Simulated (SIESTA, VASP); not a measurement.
Input for VASP

KPOINTS:
```
K-points
0
gamma
 4 4 4
```

### POSCAR
```
Al3Sc
1
    4.0782700000     0.0000000000     0.0000000000
    0.0000000000     4.0782700000     0.0000000000
    0.0000000000     0.0000000000     4.0782700000
Sc Al
1 3
Direct
  0.0000000000   0.0000000000   0.0000000000
  0.0000000000   0.5000000000   0.5000000000
  0.5000000000   0.0000000000   0.5000000000
  0.5000000000   0.5000000000   0.0000000000
```

### INCAR
```
ALGO  =  Normal
EDIFF  =  1E-6
ENCUT  =  300
GGA  =  PE
ISIF  =  2
ISMEAR  =  0
LASPH  =  T
LCHARG  =  F
LMAXMIX  =  4
LREAL  =  F
LWAVE  =  F
NELM  =  100
PREC  =  Accurate
SIGMA  =  0.272
SYSTEM  =  Al3Sc
```

POTCAR, in this order: Sc_sv Al (PBE.64 set). Program: vasp_std.

Write an input for SIESTA that does the same calculation.

One input that does it (GGA PBE, numerical atomic orbitals DZP, PseudoDojo PBE standard norm-conserving potentials (rewritten from UPF to PSML)):
```
# files in the folder: Sc.psml Al.psml (PseudoDojo PBE standard)
SystemName  Al3Sc
SystemLabel al3sc

NumberOfAtoms                4
NumberOfSpecies              2
%block ChemicalSpeciesLabel
  1 21 Sc
  2 13 Al
%endblock ChemicalSpeciesLabel
LatticeConstant              1.0 Ang
%block LatticeVectors
     4.078270000    0.000000000    0.000000000
     0.000000000    4.078270000    0.000000000
     0.000000000    0.000000000    4.078270000
%endblock LatticeVectors
AtomicCoordinatesFormat      Fractional
%block AtomicCoordinatesAndAtomicSpecies
     0.000000000    0.000000000    0.000000000  1
     0.000000000    0.500000000    0.500000000  2
     0.500000000    0.000000000    0.500000000  2
     0.500000000    0.500000000    0.000000000  2
%endblock AtomicCoordinatesAndAtomicSpecies

XC.functional                GGA
XC.authors                   PBE
PAO.BasisSize                DZP
PAO.EnergyShift              0.01 Ry
MeshCutoff                   400 Ry
%block kgrid.MonkhorstPack
    4   0   0  0.0
    0   4   0  0.0
    0   0   4  0.0
%endblock kgrid.MonkhorstPack
OccupationFunction           MP
OccupationMPOrder            0
ElectronicTemperature        3156.43 K

MaxSCFIterations             150
SCF.Mixer.Method             Pulay
SCF.Mixer.Weight             0.2
SCF.Mixer.History            6
SCF.DM.Tolerance             1.0E-05
Diag.ParallelOverK           true
WriteForces                  true
```
Both are inputs of real runs that ended normally. What can't carry over is the choice of potentials or basis and its cut-off, and each code's defaults.

The structure is a typed Al3Sc crystal (Pm-3m). The cell was not relaxed at this level, and it may have been scaled.
